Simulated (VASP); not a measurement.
Given:

```
CdS
1.0
    2.12484    -3.68033     0.00000
    2.12484     3.68033     0.00000
    0.00000     0.00000     6.90452
Cd S
2 2
Direct
  0.66667   0.33333   0.50002
  0.33333   0.66667   0.00002
  0.66667   0.33333   0.87698
  0.33333   0.66667   0.37698
```

Level of theory: PBEsol GGA, VASP's PBE PAW potentials (set 64) (plane waves; VASP 6.6.1). Numerical set-up: 480 eV cut-off, 6×6×4 Γ-centred mesh, Gaussian smearing of 0.050 eV, potentials Cd S.

Q: Give the stress tensor in GPa (positive for a compressed cell).

A: 
```
-4.19   0.00   0.00
 0.00  -4.19   0.00
 0.00   0.00  -4.15
```
The pressure is its mean diagonal, -4.18 GPa.

The compound is CdS in the wurtzite structure. This cell was strained or had an atom moved on purpose.
